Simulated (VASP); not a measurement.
**XPS shifts in BaAl20**

Wanted: the chemical shifts that photoemission would resolve in BaAl20.

Main program and level: VASP 6.6.1; PBE; plane waves and PAW (Ba_sv_GW, Al), in the first sound run; inputs show where later runs differ.

**1. Set-up**

The cell holds 21 atoms: 1 Ba and 20 Al. Its edges and angles: a = 8.080 Å, b = 5.713 Å, c = 22.813 Å, α = 90.0°, β = 90.0°, γ = 90.0°. It derives from Al. Adsorbate: added Ba, site longbridge, coverage in monolayers 0.25, cell 2x2, faces one. Regions: adsorbate, 1 atom (1 Ba); layer 1, 4 atoms (4 Al); layer 2, 4 atoms (4 Al); layer 3, 4 atoms (4 Al); other layers, 8 atoms (8 Al). Vacuum lies along c.

**2. Relaxation**

The free atoms are relaxed first inside the given cell, which is kept (ISIF = 0), since core levels depend on the positions.

Contents of INCAR:

```
SYSTEM = BaAl20
PREC = Normal
ENCUT = 330
EDIFF = 1E-05
NELM = 100
ISMEAR = 0
SIGMA = 0.1
LREAL = Auto
ALGO = Fast
GGA = PE
NBANDS = 56
LWAVE = .FALSE.
LCHARG = .FALSE.
NCORE = 8
IBRION = 2
NSW = 50
ISIF = 0
EDIFFG = -0.05
```

Contents of POSCAR:

```
BaAl20
1.0
    8.0800000000      0.0000000000      0.0000000000
    0.0000000000      5.7134227920      0.0000000000
    0.0000000000      0.0000000000     22.8134227920
Ba Al
1 20
Selective dynamics
Direct
    0.2519202640      0.0000000000      0.6712461750  T T T
    0.0000000000      0.0000000000      0.5791951040  T T T
    0.5000000000      0.0000000000      0.5791951040  T T T
    0.0000000000      0.5000000000      0.5791951040  T T T
    0.5000000000      0.5000000000      0.5791951040  T T T
    0.2500000000      0.2500000000      0.5165847840  T T T
    0.7500000000      0.2500000000      0.5165847840  T T T
    0.2500000000      0.7500000000      0.5165847840  T T T
    0.7500000000      0.7500000000      0.5165847840  T T T
    0.0000000000      0.0000000000      0.4539744650  F F F
    0.5000000000      0.0000000000      0.4539744650  F F F
    0.0000000000      0.5000000000      0.4539744650  F F F
    0.5000000000      0.5000000000      0.4539744650  F F F
    0.2500000000      0.2500000000      0.3913641450  F F F
    0.7500000000      0.2500000000      0.3913641450  F F F
    0.2500000000      0.7500000000      0.3913641450  F F F
    0.7500000000      0.7500000000      0.3913641450  F F F
    0.0000000000      0.0000000000      0.3287538250  F F F
    0.5000000000      0.0000000000      0.3287538250  F F F
    0.0000000000      0.5000000000      0.3287538250  F F F
    0.5000000000      0.5000000000      0.3287538250  F F F
```

Contents of KPOINTS:

```
Automatic mesh
0
Gamma
3 3 1
0 0 0
```

Potentials, in the order of the species: Ba_sv_GW and Al (PBE family, release 64).

Command:

```console
> mpirun -np 8 vasp_std
```

Output:

```text
[banner, memory and clock lines left out]
running    8 mpi-ranks, on    1 nodes
 distrk:  each k-point on    8 cores,    1 groups
 distr:  one band on    8 cores,    1 groups

 POSCAR found type information on POSCAR BaAl
 POSCAR found :  2 types and      21 ions
|                                                                             |
|           W    W    AA    RRRRR   N    N  II  N    N   GGGG   !!!           |
|           W    W   A  A   R    R  NN   N  II  NN   N  G    G  !!!           |
|           W    W  A    A  R    R  N N  N  II  N N  N  G       !!!           |
|           W WW W  AAAAAA  RRRRR   N  N N  II  N  N N  G  GGG   !            |
|           WW  WW  A    A  R   R   N   NN  II  N   NN  G    G                |
|           W    W  A    A  R    R  N    N  II  N    N   GGGG   !!!           |
|                                                                             |
|     For optimal performance we recommend to set                             |
|       NCORE = 2 up to number-of-cores-per-socket                            |
|     NCORE specifies how many cores store one orbital (NPAR=cpu/NCORE).      |
|     This setting can greatly improve the performance of VASP for DFT.       |
|     The default, NCORE=1 might be grossly inefficient on modern             |
|     multi-core architectures or massively parallel machines. Do your        |
|     Unfortunately you need to use the default for GW and RPA                |
|     calculations (for HF NCORE is supported but not extensively tested      |
|     yet).                                                                   |
|                                                                             |

 LDA part: xc-table for (Slater+PW92), standard interpolation
 POSCAR, INCAR and KPOINTS ok, starting setup
 FFT: planning ... GRIDC
 FFT: planning ... GRID_SOFT
 FFT: planning ... GRID
 WAVECAR not read
 entering main loop
       N       E                     dE             d eps       ncg     rms          rms(c)
DAV:   1     0.238444693925E+03    0.23844E+03   -0.17131E+04   464   0.629E+02
DAV:   2    -0.498292317615E+02   -0.28827E+03   -0.27442E+03   664   0.185E+02
DAV:   3    -0.781772127338E+02   -0.28348E+02   -0.27854E+02   624   0.598E+01
DAV:   4    -0.795809950659E+02   -0.14038E+01   -0.14010E+01   704   0.165E+01
DAV:   5    -0.796255399219E+02   -0.44545E-01   -0.44538E-01   696   0.249E+00    0.729E+00
RMM:   6    -0.744321326999E+02    0.51934E+01   -0.78634E+00   465   0.330E+00    0.418E+00
RMM:   7    -0.736393627574E+02    0.79277E+00   -0.36118E+00   548   0.330E+00    0.208E+00
RMM:   8    -0.736757260181E+02   -0.36363E-01   -0.11754E+00   625   0.225E+00    0.156E+00
RMM:   9    -0.734559422620E+02    0.21978E+00   -0.31679E-01   606   0.116E+00    0.634E-01
RMM:  10    -0.734401027014E+02    0.15840E-01   -0.17486E-01   567   0.722E-01    0.411E-01
RMM:  11    -0.734405231915E+02   -0.42049E-03   -0.61354E-02   523   0.532E-01    0.251E-01
RMM:  12    -0.734356633254E+02    0.48599E-02   -0.25207E-02   574   0.325E-01    0.130E-01
RMM:  13    -0.734411655180E+02   -0.55022E-02   -0.15811E-02   570   0.189E-01    0.754E-02
RMM:  14    -0.734434753747E+02   -0.23099E-02   -0.37223E-03   551   0.112E-01    0.388E-02
RMM:  15    -0.734459222827E+02   -0.24469E-02   -0.23537E-03   518   0.835E-02    0.177E-02
RMM:  16    -0.734464705648E+02   -0.54828E-03   -0.10773E-03   489   0.528E-02    0.166E-02
RMM:  17    -0.734466633209E+02   -0.19276E-03   -0.40347E-04   436   0.381E-02    0.105E-02
RMM:  18    -0.734469426839E+02   -0.27936E-03   -0.22030E-04   420   0.300E-02    0.516E-03
RMM:  19    -0.734471112370E+02   -0.16855E-03   -0.10437E-04   370   0.238E-02    0.267E-03
RMM:  20    -0.734472393031E+02   -0.12807E-03   -0.59105E-05   344   0.149E-02    0.190E-03
RMM:  21    -0.734473013304E+02   -0.62027E-04   -0.25659E-05   333   0.129E-02    0.978E-04
RMM:  22    -0.734473217673E+02   -0.20437E-04   -0.12032E-05   323   0.106E-02    0.915E-04
RMM:  23    -0.734473287992E+02   -0.70319E-05   -0.51904E-06   312   0.832E-03
   1 F= -.73447329E+02 E0= -.73421702E+02  d E =-.734473E+02
 curvature:   0.00 expect dE= 0.000E+00 dE for cont linesearch  0.000E+00
 trial: gam= 0.00000 g(F)=  0.402E+00 g(S)=  0.000E+00 ort = 0.000E+00 (trialstep = 0.100E+01)
 search vector abs. value=  0.402E+00
 bond charge predicted
       N       E                     dE             d eps       ncg     rms          rms(c)
DAV:   1    -0.737278543055E+02   -0.28053E+00   -0.71933E+00   552   0.704E+00    0.112E+00
RMM:   2    -0.737492930806E+02   -0.21439E-01   -0.35831E-01   622   0.263E+00    0.393E-01
RMM:   3    -0.737623445742E+02   -0.13051E-01   -0.13305E-01   598   0.982E-01    0.307E-01
RMM:   4    -0.737541351381E+02    0.82094E-02   -0.22309E-02   614   0.474E-01    0.227E-01
RMM:   5    -0.737541572923E+02   -0.22154E-04   -0.39012E-03   626   0.185E-01    0.202E-01
RMM:   6    -0.737539854508E+02    0.17184E-03   -0.11046E-03   587   0.975E-02    0.782E-02
RMM:   7    -0.737540738342E+02   -0.88383E-04   -0.60099E-04   528   0.651E-02    0.380E-02
RMM:   8    -0.737540338032E+02    0.40031E-04   -0.19978E-04   441   0.427E-02    0.185E-02
RMM:   9    -0.737540476136E+02   -0.13810E-04   -0.57911E-05   381   0.289E-02    0.167E-02
RMM:  10    -0.737540546518E+02   -0.70382E-05   -0.44454E-05   338   0.241E-02
   2 F= -.73754055E+02 E0= -.73730670E+02  d E =-.306726E+00
[... from here on, the cycles between the ionic steps are left out ...]
   3 F= -.73880653E+02 E0= -.73860810E+02  d E =-.433324E+00
   4 F= -.73880842E+02 E0= -.73860897E+02  d E =-.433513E+00
   5 F= -.73917257E+02 E0= -.73897420E+02  d E =-.364153E-01
   6 F= -.73959067E+02 E0= -.73938867E+02  d E =-.782254E-01
   7 F= -.73989778E+02 E0= -.73968421E+02  d E =-.307112E-01
   8 F= -.74007376E+02 E0= -.73984367E+02  d E =-.483094E-01
   9 F= -.74007978E+02 E0= -.73984683E+02  d E =-.489107E-01
  10 F= -.74021996E+02 E0= -.73998428E+02  d E =-.140186E-01
  11 F= -.74023216E+02 E0= -.73999604E+02  d E =-.152379E-01
  12 F= -.74023320E+02 E0= -.73999676E+02  d E =-.153421E-01
 curvature:  -2.16 expect dE=-0.225E-02 dE for cont linesearch -0.293E-05
 trial: gam= 0.13884 g(F)=  0.104E-02 g(S)=  0.000E+00 ort =-0.110E-03 (trialstep = 0.271E+01)
 search vector abs. value=  0.118E-02
 bond charge predicted
       N       E                     dE             d eps       ncg     rms          rms(c)
DAV:   1    -0.740250173816E+02   -0.16985E-02   -0.85691E-02   488   0.889E-01    0.139E-01
RMM:   2    -0.740252169970E+02   -0.19962E-03   -0.42083E-03   585   0.267E-01    0.419E-02
RMM:   3    -0.740252096913E+02    0.73057E-05   -0.80178E-04   552   0.983E-02    0.353E-02
RMM:   4    -0.740250894537E+02    0.12024E-03   -0.15502E-04   521   0.458E-02    0.310E-02
RMM:   5    -0.740250917920E+02   -0.23383E-05   -0.31673E-05   359   0.259E-02
  13 F= -.74025092E+02 E0= -.74001696E+02  d E =-.177201E-02
 trial-energy change:   -0.001772  1 .order   -0.001766   -0.002780   -0.000752
 step:   3.7166(harm=  3.7166)  dis= 0.01551  next Energy=   -74.025225 (dE=-0.191E-02)
 reached required accuracy - stopping structural energy minimisation
```

Run time: 33 s. Hardware: 8 MPI ranks of Intel Xeon 6975P-C (Granite Rapids), shared host; peak memory 1.2 GiB.

Lines that name or quote the potential files are left out of all logs, and their timing lines are given in words.

From OUTCAR (step 2):

```text
ion  position               nearest neighbor table
   1  0.252  0.000  0.671-   3 2.90   2 2.92
   2  0.000  0.000  0.579-  10 2.86   4 2.86   4 2.86   8 2.86   9 2.86   6 2.86   7 2.86   1 2.92

  LATTYP: Found a simple orthorhombic cell.
 ALAT       =     5.7134227920
 B/A-ratio  =     1.4142135624
 C/A-ratio  =     3.9929519699

 Subroutine GETGRP returns: Found  2 space group operations
 (whereof  2 operations were pure point group operations)

The static configuration has the point symmetry C_1h.

 Found      4 irreducible k-points:

   k-points           NKPTS =      4   k-points in BZ     NKDIM =      4   number of bands    NBANDS=     56

   dimension x,y,z NGX =    36 NGY =   28 NGZ =  108
   dimension x,y,z NGXF=    72 NGYF=   56 NGZF=  216

   ENCUT  =  330.0 eV  24.25 Ry    4.92 a.u.  11.97  8.46 33.79*2*pi/ulx,y,z

   NELECT =      70.0000    total number of electrons

 k-points in reciprocal lattice and weights: Automatic mesh
   0.00000000  0.00000000  0.00000000       0.111
   0.33333333  0.00000000  0.00000000       0.222
   0.00000000  0.33333333  0.00000000       0.222
   0.33333333  0.33333333  0.00000000       0.444

 average (electrostatic) potential at core
       1 -87.1248       2 -79.4798       3 -79.4796       4 -79.7956       5 -79.7954
       6 -79.6390       7 -79.5406       8 -79.6390       9 -79.5406      10 -79.6192
      11 -79.6193      12 -79.6514      13 -79.6514      14 -79.6988      15 -79.6584
      16 -79.6988      17 -79.6584      18 -79.8441      19 -79.8442      20 -79.8849
      21 -79.8850

 E-fermi :   0.8190

 k-point     1 :       0.0000    0.0000    0.0000
  band No.  band energies     occupation
    ...
     31      -0.3070      2.00000
     32      -0.0879      2.00000
     33       0.0870      2.00000
     34       0.0877      2.00000
     35       0.5687      1.99960
     36       0.9650      0.03893
     37       1.1450      0.00000
     38       1.4115      0.00000
     39       1.4683      0.00000
     40       1.5705      0.00000
    ...

 k-point     2 :       0.3333    0.0000    0.0000
  band No.  band energies     occupation
    ...
     33       0.1657      2.00000
     34       0.6220      1.99467
     35       0.6567      1.97829
     36       0.7599      1.59672
     37       0.8212      0.97558
     38       1.1093      0.00004
     39       1.2338      0.00000
     40       1.5077      0.00000
     41       1.8211      0.00000
     42       1.9819      0.00000
    ...

 k-point     3 :       0.0000    0.3333    0.0000
  band No.  band energies     occupation
    ...
     31       0.2572      2.00000
     32       0.3598      2.00000
     33       0.4376      2.00000
     34       0.4781      2.00000
     35       0.5545      1.99982
     36       1.1327      0.00001
     37       1.4872      0.00000
     38       1.5952      0.00000
     39       1.7556      0.00000
     40       1.8056      0.00000
    ...

  energy-cutoff  :      330.00
  volume of cell :     1053.17
      direct lattice vectors                 reciprocal lattice vectors
     8.080000000  0.000000000  0.000000000     0.123762376  0.000000000  0.000000000
     0.000000000  5.713422792  0.000000000     0.000000000  0.175026431  0.000000000
     0.000000000  0.000000000 22.813422792     0.000000000  0.000000000  0.043833843

 POSITION                                       TOTAL-FORCE (eV/Angst)
 -----------------------------------------------------------------------------------
      2.02118      0.00000     15.12778        -0.000973      0.000000     -0.007208
      7.85168      0.00000     12.98703        -0.015499      0.000000      0.003533
      4.27041      0.00000     12.98731         0.011985      0.000000      0.001062
      0.07315      2.85671     13.19090         0.016575      0.000000     -0.030088
      3.96813      2.85671     13.19057        -0.019097      0.000000     -0.029095
      2.02044      1.41216     11.80245         0.003215     -0.013908      0.004343
      6.06063      1.50868     11.73222        -0.002013      0.027960     -0.023462
      2.02044      4.30127     11.80245         0.003215      0.013908      0.004343
      6.06063      4.20474     11.73222        -0.002013     -0.027960     -0.023462
      0.00000      0.00000     10.35671        -0.044907      0.000000     -0.541192
      4.04000      0.00000     10.35671         0.046954      0.000000     -0.539412
      0.00000      2.85671     10.35671         0.266595      0.000000     -0.050682
      4.04000      2.85671     10.35671        -0.263680      0.000000     -0.050361
      2.02000      1.42836      8.92836        -0.000190     -0.010367     -0.085642
      6.06000      1.42836      8.92836        -0.000084     -0.152466     -0.209472
      2.02000      4.28507      8.92836        -0.000190      0.010367     -0.085642
      6.06000      4.28507      8.92836        -0.000084      0.152466     -0.209472
      0.00000      0.00000      7.50000        -0.029047      0.000000      0.447965
      4.04000      0.00000      7.50000         0.028955      0.000000      0.448033
      0.00000      2.85671      7.50000         0.069393      0.000000      0.488002
      4.04000      2.85671      7.50000        -0.069110      0.000000      0.487908
 -----------------------------------------------------------------------------------
    total drift:                                0.003152     -0.000000     -0.003194

  FREE ENERGIE OF THE ION-ELECTRON SYSTEM (eV)
  ---------------------------------------------------
  free  energy   TOTEN  =       -74.0250917920 eV

  energy  without entropy=      -73.9782996469  energy(sigma->0) =      -74.00169572

 reached required accuracy - stopping structural energy minimisation

[... 1 further part left out ...]
```

CONTCAR:

```
BaAl20
   1.00000000000000
     8.0800000000000001    0.0000000000000000    0.0000000000000000
     0.0000000000000000    5.7134227920000002    0.0000000000000000
     0.0000000000000000    0.0000000000000000   22.8134227920000008
  Ba              Al
     1    20
Selective dynamics
Direct
     0.2501464540486094    0.0000000000000000    0.6631087882175924   T   T   T
     0.9717425199920618    0.0000000000000000    0.5692714816705617   T   T   T
     0.5285166035768298    0.0000000000000000    0.5692839142509127   T   T   T
     0.0090529279263775    0.5000000000000000    0.5782077324613540   T   T   T
     0.4911050206496527    0.5000000000000000    0.5781935233856926   T   T   T
     0.2500540026740758    0.2471649081485982    0.5173466557890289   T   T   T
     0.7500780721700011    0.2640590345461326    0.5142682672256187   T   T   T
     0.2500540026740758    0.7528350918514022    0.5173466557890289   T   T   T
     0.7500780721700011    0.7359409654538676    0.5142682672256187   T   T   T
     0.0000000000000000    0.0000000000000000    0.4539744650000017   F   F   F
     0.5000000000000000    0.0000000000000000    0.4539744650000017   F   F   F
     0.0000000000000000    0.5000000000000000    0.4539744650000017   F   F   F
     0.5000000000000000    0.5000000000000000    0.4539744650000017   F   F   F
     0.2500000000000000    0.2500000000000000    0.3913641449999972   F   F   F
     0.7500000000000000    0.2500000000000000    0.3913641449999972   F   F   F
     0.2500000000000000    0.7500000000000000    0.3913641449999972   F   F   F
     0.7500000000000000    0.7500000000000000    0.3913641449999972   F   F   F
     0.0000000000000000    0.0000000000000000    0.3287538249999997   F   F   F
     0.5000000000000000    0.0000000000000000    0.3287538249999997   F   F   F
     0.0000000000000000    0.5000000000000000    0.3287538249999997   F   F   F
     0.5000000000000000    0.5000000000000000    0.3287538249999997   F   F   F
```

The run keeps the 2 symmetry operations of its start, so it cannot find a distortion of lower symmetry.

Relaxation path:

```csv
step,energy less that of the first step (eV),largest force (eV/Å)
1,0.0000,1.9594
2,-0.3067,1.0878
3,-0.4333,0.5136
4,-0.4335,0.5150
5,-0.4699,0.5085
6,-0.5117,0.4880
7,-0.5424,0.5311
8,-0.5600,0.6224
9,-0.5606,0.6375
10,-0.5747,0.5765
11,-0.5759,0.5569
12,-0.5760,0.5498
13,-0.5778,0.5431
```

The atoms that moved most (Å):

| atom | dx | dy | dz | length |
| --- | --- | --- | --- | --- |
| Al3 | 0.230 | 0.000 | -0.226 | 0.323 |
| Al2 | -0.228 | 0.000 | -0.226 | 0.322 |
| Ba1 | -0.014 | 0.000 | -0.186 | 0.186 |
| Al7 | 0.001 | 0.080 | -0.053 | 0.096 |
| Al9 | 0.001 | -0.080 | -0.053 | 0.096 |
| Al4 | 0.073 | 0.000 | -0.023 | 0.077 |
| Al5 | -0.072 | 0.000 | -0.023 | 0.075 |
| Al8 | 0.000 | 0.016 | 0.017 | 0.024 |

Final coordinates:

```cif
data_structure
_symmetry_space_group_name_H-M 'P 1'
_symmetry_Int_Tables_number 1
_cell_length_a 8.0800
_cell_length_b 5.7134
_cell_length_c 22.8134
_cell_angle_alpha 90.000
_cell_angle_beta 90.000
_cell_angle_gamma 90.000
_cell_volume 1053.17
loop_
_atom_site_label
_atom_site_type_symbol
_atom_site_fract_x
_atom_site_fract_y
_atom_site_fract_z
_atom_site_occupancy
Ba1 Ba 0.25015 0.00000 0.66311 1
Al2 Al 0.97174 0.00000 0.56927 1
Al3 Al 0.52852 0.00000 0.56928 1
Al4 Al 0.00905 0.50000 0.57821 1
Al5 Al 0.49111 0.50000 0.57819 1
Al6 Al 0.25005 0.24716 0.51735 1
Al7 Al 0.75008 0.26406 0.51427 1
Al8 Al 0.25005 0.75284 0.51735 1
Al9 Al 0.75008 0.73594 0.51427 1
Al10 Al 0.00000 0.00000 0.45397 1
Al11 Al 0.50000 0.00000 0.45397 1
Al12 Al 0.00000 0.50000 0.45397 1
Al13 Al 0.50000 0.50000 0.45397 1
Al14 Al 0.25000 0.25000 0.39136 1
Al15 Al 0.75000 0.25000 0.39136 1
Al16 Al 0.25000 0.75000 0.39136 1
Al17 Al 0.75000 0.75000 0.39136 1
Al18 Al 0.00000 0.00000 0.32875 1
Al19 Al 0.50000 0.00000 0.32875 1
Al20 Al 0.00000 0.50000 0.32875 1
Al21 Al 0.50000 0.50000 0.32875 1
```

This step gave:

```
free energy (TOTEN)     : -74.0251 eV
energy at zero smearing : -74.0017 eV
Fermi energy            : 0.819 eV
```

The forces on the free atoms are under 0.05 eV/Å, while the fixed ones keep up to 0.54 eV/Å.

[end of part 1 of 3]

[Lines on the potential files, build, host, timing and source positions are cut from VASP's logs without a mark.]

[Logs are printed without paths, hosts, clocks, repeated set-up lines and the standing remarks that a program may print on its own settings, such as how far it seeks lower states.]

[Hosts, paths, dates, database ids (printed as entryN), source tags and the programs' standing remarks are cut or masked in the printed files.]
